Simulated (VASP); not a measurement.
## Ge: energy against the displacement of an atom

Ge (diamond, Fd-3m, 22.712 Å³/atom and stress up to 0.18 GPa in the relaxed cell, cube axes along x, y and z) under a displacement u of the Ge atom at (1.416, 1.416, 1.416) Å, one of 2 in the cell, and of all its periodic images, along (1, 1, 1). PBEsol in VASP (plane waves, PAW), 480 eV, 10×10×10 Γ-centred mesh, Methfessel-Paxton smearing 0.10 eV; the cell and the other atoms are held.

Here u stands for displacement and y for E less E0.

```
displacement (Å)  E less E0 (meV/cell)
----------------  --------------------
-0.180                               ?
-0.070                            29.0
-0.040                             9.1
-0.020                             2.2
0.000                              0.0
0.020                              2.1
0.040                              8.4
0.070                             24.8
```

The 7 complete rows are fitted with a parabola, y against u. Least squares gives y = -0.04 - 23.48·u + 5496.2·u². Residuals (row less fit): 0.47, -0.59, -0.43, 0.04, 0.41, 0.59, -0.45; standard error 0.61 (degrees of freedom: 4). Twice the quadratic coefficient is the force constant of this zone-centre displacement, 11.0 ± 0.2 eV/Å².

Q: Predict the withheld y at u = -0.180 from the fit, and compare with the calculation.

A: y = -0.04 - 23.48 × (-0.18) + 5496.2 × (-0.18)² = 182.26 meV/cell. The calculation gives 209.7 meV/cell, 27.44 meV/cell above the prediction (13.1 % of the range of y in the table). The row lies outside the fitted rows, so this is an extrapolation. From the scatter of the fitted rows alone, a prediction at this place has a standard error of 3.77 meV/cell, so the miss is 7.3 times that.

A polynomial of degree 3 through the 12 other runs of the series gives 210.4 there, so most of the miss is curvature that the fit leaves out. This level leaves no gap over 0.05 eV at displacement -0.180, -0.070, -0.040, -0.020, 0.000, 0.040, 0.070 Å. Rows are the converged runs of the series near zero and its far end, less any whose ions stayed unrelaxed beside relaxed ones; series whose fitted rows scatter by over a few per cent of the range, as at a crossing or softening among them, aren't shown in this form. Most that stay on the fit to the last digits aren't either.
